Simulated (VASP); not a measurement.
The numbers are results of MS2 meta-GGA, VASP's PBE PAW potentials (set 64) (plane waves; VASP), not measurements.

VASP ran on this input.

INCAR:
```
ALGO = Normal
EDIFF = 1E-6
EDIFFG = -0.02
ENCUT = 520
IBRION = 2
ISIF = 3
ISMEAR = 0
LASPH = .TRUE.
LCHARG = .FALSE.
LMAXMIX = 4
LMIXTAU = .TRUE.
LREAL = .FALSE.
LWAVE = .FALSE.
METAGGA = MS2
NELM = 100
NSW = 60
PREC = Accurate
SIGMA = 0.05
SYSTEM = MgI2
```

**KPOINTS**
```
Automatic mesh
0
Gamma
6 6 3
0 0 0
```

**POSCAR**
```
MgI2
1.0
  2.0648266229  -3.5763842003   0.0000000000
  2.0648266229   3.5763842003   0.0000000000
  0.0000000000   0.0000000000   6.8937153892
Mg I
1 2
direct
  1.0000000000   1.0000000000   0.0000000000
  0.3333330000   0.6666670000   0.2417661996
  0.6666670000   0.3333330000   0.7582338004
```

POTCAR, in this order: Mg I (PBE.64 set). Program: vasp_std.

The resulting files:

### OUTCAR
```
 ion  position               nearest neighbor table
   1  0.000  0.000  0.000-   2 2.91   3 2.91   3 2.91   2 2.91   3 2.91   2 2.91
   2  0.333  0.667  0.242-   1 2.91   1 2.91   1 2.91
   3  0.667  0.333  0.758-   1 2.91   1 2.91   1 2.91
  LATTYP: Found a hexagonal cell.
 ALAT       =     4.1296528826
 C/A-ratio  =     1.6693207844
 Subroutine PRICEL returns:
 Original cell was already a primitive cell.
 Subroutine GETGRP returns: Found 12 space group operations
The static configuration has the point symmetry D_3d.
The dynamic configuration has the point symmetry D_3d.
 Subroutine INISYM returns: Found 12 space group operations
 Subroutine IBZKPT returns following result:
 Found     17 irreducible k-points:

 Following reciprocal coordinates:
            Coordinates               Weight
  0.000000  0.000000  0.000000      1.000000
  0.166667  0.000000  0.000000      6.000000
  0.333333  0.000000  0.000000      6.000000
  0.500000  0.000000  0.000000      3.000000
  0.166667  0.166667  0.000000      6.000000
  0.333333  0.166667  0.000000     12.000000
  0.333333  0.333333  0.000000      2.000000
  0.000000  0.000000  0.333333      2.000000
  0.166667  0.000000  0.333333      6.000000
  0.000000  0.166667  0.333333      6.000000
  0.333333  0.000000  0.333333      6.000000
  0.000000  0.333333  0.333333      6.000000
  0.500000  0.000000  0.333333      6.000000
  0.166667  0.166667  0.333333     12.000000
  0.333333  0.166667  0.333333     12.000000
 -0.166667  0.500000  0.333333     12.000000
  0.333333  0.333333  0.333333      4.000000
   k-points           NKPTS =     17   k-points in BZ     NKDIM =     17   number of bands    NBANDS=     12
   number of dos      NEDOS =    301   number of ions     NIONS =      3
   total plane-waves  NPLWV =  55296
   dimension x,y,z NGX =    32 NGY =   32 NGZ =   54
   dimension x,y,z NGXF=    64 NGYF=   64 NGZF=  108
   ions per type =               1   2
   PREC   = accura    normal or accurate (medium, high low for compatibility)
   ISTART =      0    job   : 0-new  1-cont  2-samecut
   ICHARG =      2    charge: 1-file 2-atom 10-const
   ISPIN  =      1    spin polarized calculation?
   LNONCOLLINEAR =      F non collinear calculations
   LSORBIT =      F    spin-orbit coupling
   INIWAV =      1    electr: 0-lowe 1-rand  2-diag
   ENCUT  =  520.0 eV  38.22 Ry    6.18 a.u.   7.68  7.68 12.82*2*pi/ulx,y,z
   NELM   =    100;   NELMIN=  2; NELMDL= -5     # of ELM steps
   EDIFF  = 0.1E-05   stopping-criterion for ELM
   LREAL  =      F    real-space projection
   NLSPLINE    = F    spline interpolate recip. space projectors
   LMAXMIX     =    4 max onsite mixed and CHGCAR
   VOSKOWN=      0    Vosko Wilk Nusair interpolation
   EDIFFG = -.2E-01   stopping-criterion for IOM
   NSW    =     60    number of steps for IOM
   NBLOCK =      1;   KBLOCK =     60    inner block; outer block
   IBRION =      2    ionic relax: 0-MD 1-quasi-New 2-CG
   NFREE  =      1    steps in history (QN), initial steepest desc. (CG)
   ISIF   =      3    stress and relaxation
   ISYM   =      2    0-nonsym 1-usesym 2-fastsym
   TEIN   =    0.0    initial temperature
   TEBEG  =    0.0;   TEEND  =   0.0 temperature during run
   SMASS  =  -3.00    Nose mass-parameter (am)
   PSTRESS=    0.0 pullay stress
   NELECT =      16.0000    total number of electrons
   EFERMI =   0.00;   METHOD = LEGACY
   ISMEAR =     0;   SIGMA  =   0.05  broadening in eV -4-tet -1-fermi 0-gaus
   IALGO  =     38    algorithm
   LDIAG  =      T    sub-space diagonalisation (order eigenvalues)
   IMIX   =      4    mixing-type and parameters
     AMIX     =   0.40;   BMIX     =  1.00
     AMIX_MAG =   1.60;   BMIX_MAG =  1.00
     AMIN     =   0.10
...
```

### OSZICAR
```
...
DAV:   7    -0.222922066530E+01   -0.48676E-04   -0.56861E-05   408   0.902E-02    0.868E-03
DAV:   8    -0.222922755149E+01   -0.68862E-05   -0.32088E-06   440   0.192E-02    0.142E-03
DAV:   9    -0.222922694634E+01    0.60515E-06   -0.15046E-07   244   0.475E-03
   7 F= -.22292269E+01 E0= -.22292269E+01  d E =-.238950E-02
       N       E                     dE             d eps       ncg     rms          rms(c)
DAV:   1    -0.220108145615E+01    0.28146E-01   -0.12832E+00   468   0.701E+00    0.789E-01
DAV:   2    -0.223226536913E+01   -0.31184E-01   -0.74073E-02   412   0.217E+00    0.522E-01
DAV:   3    -0.223190299087E+01    0.36238E-03   -0.17337E-03   484   0.362E-01    0.275E-01
DAV:   4    -0.223183349204E+01    0.69499E-04   -0.24984E-03   412   0.439E-01    0.120E-01
DAV:   5    -0.223191591054E+01   -0.82418E-04   -0.21909E-04   408   0.175E-01    0.940E-02
DAV:   6    -0.223134657196E+01    0.56934E-03   -0.47113E-04   408   0.288E-01    0.391E-02
DAV:   7    -0.223187805517E+01   -0.53148E-03   -0.51822E-04   408   0.283E-01    0.226E-02
DAV:   8    -0.223191062254E+01   -0.32567E-04   -0.22479E-05   448   0.481E-02    0.440E-03
DAV:   9    -0.223190887429E+01    0.17483E-05   -0.92660E-07   296   0.123E-02    0.340E-03
DAV:  10    -0.223191147249E+01   -0.25982E-05   -0.12151E-06   292   0.128E-02    0.279E-03
DAV:  11    -0.223191005867E+01    0.14138E-05   -0.30932E-07   276   0.593E-03    0.110E-03
DAV:  12    -0.223191104609E+01   -0.98742E-06   -0.46723E-08   208   0.275E-03
   8 F= -.22319110E+01 E0= -.22319110E+01  d E =-.507360E-02
       N       E                     dE             d eps       ncg     rms          rms(c)
DAV:   1    -0.223159170180E+01    0.31836E-03   -0.39217E-01   412   0.365E+00    0.480E-01
DAV:   2    -0.223377650419E+01   -0.21848E-02   -0.22535E-02   416   0.123E+00    0.230E-01
DAV:   3    -0.223449196108E+01   -0.71546E-03   -0.13372E-03   448   0.354E-01    0.150E-01
DAV:   4    -0.223413392881E+01    0.35803E-03   -0.95096E-04   440   0.270E-01    0.551E-02
DAV:   5    -0.223424216911E+01   -0.10824E-03   -0.71908E-04   412   0.309E-01    0.407E-02
DAV:   6    -0.223428083627E+01   -0.38667E-04   -0.26486E-04   408   0.205E-01    0.312E-02
DAV:   7    -0.223435529206E+01   -0.74456E-04   -0.57699E-05   432   0.990E-02    0.743E-03
DAV:   8    -0.223435088470E+01    0.44074E-05   -0.84698E-06   436   0.359E-02    0.492E-03
DAV:   9    -0.223435917622E+01   -0.82915E-05   -0.30590E-06   424   0.238E-02    0.145E-03
DAV:  10    -0.223435878490E+01    0.39132E-06   -0.18306E-07   256   0.499E-03
   9 F= -.22343588E+01 E0= -.22343588E+01  d E =-.244774E-02
       N       E                     dE             d eps       ncg     rms          rms(c)
DAV:   1    -0.221551035297E+01    0.18849E-01   -0.35148E+00   412   0.109E+01    0.145E+00
DAV:   2    -0.223270199644E+01   -0.17192E-01   -0.19902E-01   408   0.346E+00    0.693E-01
DAV:   3    -0.223891524175E+01   -0.62132E-02   -0.12219E-02   428   0.110E+00    0.449E-01
DAV:   4    -0.223518068012E+01    0.37346E-02   -0.98123E-03   440   0.907E-01    0.158E-01
DAV:   5    -0.223670533195E+01   -0.15247E-02   -0.69972E-03   412   0.950E-01    0.122E-01
DAV:   6    -0.223661519851E+01    0.90133E-04   -0.28140E-03   408   0.669E-01    0.995E-02
DAV:   7    -0.223772721127E+01   -0.11120E-02   -0.80775E-04   416   0.370E-01    0.253E-02
DAV:   8    -0.223773782307E+01   -0.10612E-04   -0.45485E-05   468   0.737E-02    0.139E-02
DAV:   9    -0.223776338606E+01   -0.25563E-04   -0.16345E-05   416   0.474E-02    0.498E-03
DAV:  10    -0.223775958896E+01    0.37971E-05   -0.26985E-06   440   0.203E-02    0.398E-03
DAV:  11    -0.223776455698E+01   -0.49680E-05   -0.99635E-07   292   0.142E-02    0.177E-03
DAV:  12    -0.223776324978E+01    0.13072E-05   -0.16518E-07   244   0.380E-03    0.120E-03
DAV:  13    -0.223776452344E+01   -0.12737E-05   -0.63868E-08   220   0.396E-03    0.573E-04
DAV:  14    -0.223776412377E+01    0.39967E-06   -0.16925E-08   228   0.166E-03
  10 F= -.22377641E+01 E0= -.22377641E+01  d E =-.585308E-02
       N       E                     dE             d eps       ncg     rms          rms(c)
DAV:   1    -0.224417495548E+01   -0.64104E-02   -0.74699E-01   412   0.478E+00    0.101E+00
DAV:   2    -0.223924556566E+01    0.49294E-02   -0.48122E-02   416   0.178E+00    0.476E-01
DAV:   3    -0.223421710777E+01    0.50285E-02   -0.23559E-02   408   0.125E+00    0.332E-01
DAV:   4    -0.223691938855E+01   -0.27023E-02   -0.15825E-03   416   0.483E-01    0.299E-01
DAV:   5    -0.223537359024E+01    0.15458E-02   -0.53649E-04   420   0.278E-01    0.126E-01
DAV:   6    -0.223651410886E+01   -0.11405E-02   -0.50733E-03   408   0.844E-01    0.746E-02
DAV:   7    -0.223708458489E+01   -0.57048E-03   -0.10965E-03   408   0.428E-01    0.225E-02
DAV:   8    -0.223719316157E+01   -0.10858E-03   -0.13351E-04   424   0.173E-01    0.155E-02
DAV:   9    -0.223722508816E+01   -0.31927E-04   -0.13407E-04   416   0.145E-01    0.137E-02
DAV:  10    -0.223728440811E+01   -0.59320E-04   -0.24430E-05   416   0.673E-02    0.100E-02
DAV:  11    -0.223728662789E+01   -0.22198E-05   -0.15973E-06   320   0.182E-02    0.495E-03
DAV:  12    -0.223728865388E+01   -0.20260E-05   -0.53577E-07   304   0.102E-02    0.252E-03
DAV:  13    -0.223728672237E+01    0.19315E-05   -0.45065E-07   280   0.108E-02    0.217E-03
DAV:  14    -0.223728775105E+01   -0.10287E-05   -0.34300E-08   212   0.203E-03    0.132E-03
DAV:  15    -0.223728720527E+01    0.54579E-06   -0.11945E-08   204   0.135E-03
  11 F= -.22372872E+01 E0= -.22372872E+01  d E =0.476919E-03
       N       E                     dE             d eps       ncg     rms          rms(c)
DAV:   1    -0.224098614685E+01   -0.36984E-02   -0.24745E-01   416   0.279E+00    0.621E-01
DAV:   2    -0.223920901365E+01    0.17771E-02   -0.14645E-02   416   0.104E+00    0.277E-01
DAV:   3    -0.223730075009E+01    0.19083E-02   -0.75471E-03   408   0.690E-01    0.204E-01
DAV:   4    -0.223814885525E+01   -0.84811E-03   -0.50795E-04   416   0.276E-01    0.188E-01
DAV:   5    -0.223756337992E+01    0.58548E-03   -0.22742E-04   412   0.186E-01    0.807E-02
DAV:   6    -0.223827305727E+01   -0.70968E-03   -0.11916E-03   408   0.392E-01    0.573E-02
DAV:   7    -0.223830760015E+01   -0.34543E-04   -0.55486E-05   444   0.915E-02    0.218E-02
DAV:   8    -0.223828439907E+01    0.23201E-04   -0.22034E-05   424   0.731E-02    0.115E-02
DAV:   9    -0.223830926975E+01   -0.24871E-04   -0.40595E-05   408   0.855E-02    0.131E-02
DAV:  10    -0.223831549065E+01   -0.62209E-05   -0.12408E-05   416   0.502E-02    0.769E-03
DAV:  11    -0.223832080695E+01   -0.53163E-05   -0.32572E-07   316   0.816E-03    0.304E-03
DAV:  12    -0.223831782596E+01    0.29810E-05   -0.13957E-07   228   0.531E-03    0.283E-03
DAV:  13    -0.223832087843E+01   -0.30525E-05   -0.14009E-07   220   0.550E-03    0.307E-03
DAV:  14    -0.223832106868E+01   -0.19025E-06   -0.18011E-08   204   0.186E-03
  12 F= -.22383211E+01 E0= -.22383211E+01  d E =-.556945E-03
       N       E                     dE             d eps       ncg     rms          rms(c)
DAV:   1    -0.223763816525E+01    0.68271E-03   -0.41309E-02   436   0.123E+00    0.152E-01
DAV:   2    -0.223854740464E+01   -0.90924E-03   -0.25106E-03   412   0.400E-01    0.100E-01
DAV:   3    -0.223850328823E+01    0.44116E-04   -0.88770E-05   468   0.759E-02    0.512E-02
DAV:   4    -0.223849113804E+01    0.12150E-04   -0.11249E-04   416   0.849E-02    0.246E-02
DAV:   5    -0.223848458593E+01    0.65521E-05   -0.19616E-05   408   0.546E-02    0.190E-02
DAV:   6    -0.223846627777E+01    0.18308E-04   -0.44148E-05   408   0.817E-02    0.884E-03
DAV:   7    -0.223848615479E+01   -0.19877E-04   -0.22366E-05   408   0.608E-02    0.336E-03
DAV:   8    -0.223848853299E+01   -0.23782E-05   -0.86905E-07   296   0.977E-03    0.450E-04
DAV:   9    -0.223848800602E+01    0.52697E-06   -0.12786E-07   212   0.381E-03
  13 F= -.22384880E+01 E0= -.22384880E+01  d E =-.166937E-03
```

File OUTCAR:
```
------------------------ aborting loop because EDIFF is reached ----------------------------------------
  FORCE on cell =-STRESS in cart. coord.  units (eV):
  Direction    XX          YY          ZZ          XY          YZ          ZX
  --------------------------------------------------------------------------------------
  Total       -0.0197938     -0.0197938     -0.0096864     -0.0000000     -0.0000000      0.0000000
  in kB       -0.2917799     -0.2917798     -0.1427874     -0.0000000     -0.0000000      0.0000000
  external PRESSURE =      -0.2421157 kB  Pullay stress =       0.0000000 kB
  volume of cell :      108.69
      direct lattice vectors                 reciprocal lattice vectors
     2.085007728 -3.611338888  0.000000000     0.239807265 -0.138452805  0.000000000
     2.085007728  3.611338888 -0.000000000     0.239807265  0.138452805  0.000000000
    -0.000000000  0.000000000  7.217375007     0.000000000  0.000000000  0.138554530
 POSITION                                       TOTAL-FORCE (eV/Angst)
 -----------------------------------------------------------------------------------
      0.00000      0.00000      0.00000         0.000000     -0.000000     -0.000000
      2.08501      1.20378      1.65423         0.000000     -0.000000     -0.019487
      2.08501     -1.20378      5.56314        -0.000000      0.000000      0.019487
 -----------------------------------------------------------------------------------
    total drift:                               -0.000000     -0.000000      0.000000
  FREE ENERGIE OF THE ION-ELECTRON SYSTEM (eV)
  ---------------------------------------------------
  free  energy   TOTEN  =        -2.2384880060 eV

  energy  without entropy=       -2.2384880060  energy(sigma->0) =       -2.23848801

 reached required accuracy - stopping structural energy minimisation
```
(Selected blocks of OUTCAR.)

### CONTCAR
```
MgI2
   1.00000000000000
     2.0850077281174930   -3.6113388881218991    0.0000000000000000
     2.0850077281174930    3.6113388881218991   -0.0000000000000000
    -0.0000000000000001    0.0000000000000000    7.2173750070030422
  Mg              I
     1     2
Direct
     0.0000000000000000    0.0000000000000000    0.0000000000000000
     0.3333330000000032    0.6666669999999968    0.2292015974707154
     0.6666669999999968    0.3333330000000032    0.7707984025292846
```

### OUTCAR
```
 val. band max:        1.4086662174   @ k =   0.0000   0.0000   0.0000

 cond. band min:       5.5555766171   @ k =   0.5000   0.0000   0.3333


 Fermi energy:         1.6669100712

 k-point     1 :       0.0000    0.0000    0.0000
  band No.  band energies     occupation
      1     -10.5616      2.00000
      2      -9.8823      2.00000
      3      -1.7865      2.00000
      4       1.0761      2.00000
      5       1.0761      2.00000
      6       1.3355      2.00000
      7       1.4086      2.00000
      8       1.4087      2.00000
      9       6.0119      0.00000
     10       6.9183      0.00000
     11       8.6600      0.00000
     12       8.6601      0.00000

 k-point     2 :       0.1667    0.0000    0.0000
  band No.  band energies     occupation
      1     -10.4171      2.00000
      2      -9.8047      2.00000
      3      -1.6202      2.00000
      4       0.1167      2.00000
      5       0.6368      2.00000
      6       0.7750      2.00000
      7       1.2962      2.00000
      8       1.3511      2.00000
      9       6.7559      0.00000
     10       7.4582      0.00000
     11       8.2351      0.00000
     12       9.0750      0.00000

 k-point     3 :       0.3333    0.0000    0.0000
  band No.  band energies     occupation
      1     -10.0737      2.00000
      2      -9.6646      2.00000
      3      -1.5933      2.00000
      4      -1.0269      2.00000
      5      -0.2696      2.00000
      6       0.3447      2.00000
      7       1.0359      2.00000
      8       1.1389      2.00000
      9       6.0544      0.00000
     10       7.5748      0.00000
     11       7.9848      0.00000
     12       9.2355      0.00000

 k-point     4 :       0.5000    0.0000    0.0000
  band No.  band energies     occupation
      1      -9.8357      2.00000
      2      -9.6370      2.00000
      3      -2.0387      2.00000
      4      -1.3220      2.00000
      5      -0.1452      2.00000
      6       0.1676      2.00000
...
```

Energy and stress use the plane-wave basis of the starting cell. Unless said otherwise, spin-orbit coupling is left out, though it shifts the bands of the heavy elements here.

The compound is MgI2 in the 1T layered structure. This run relaxes it. Symmetry was kept, so distortions that lower it aren't found. The start is the result of an earlier pass.
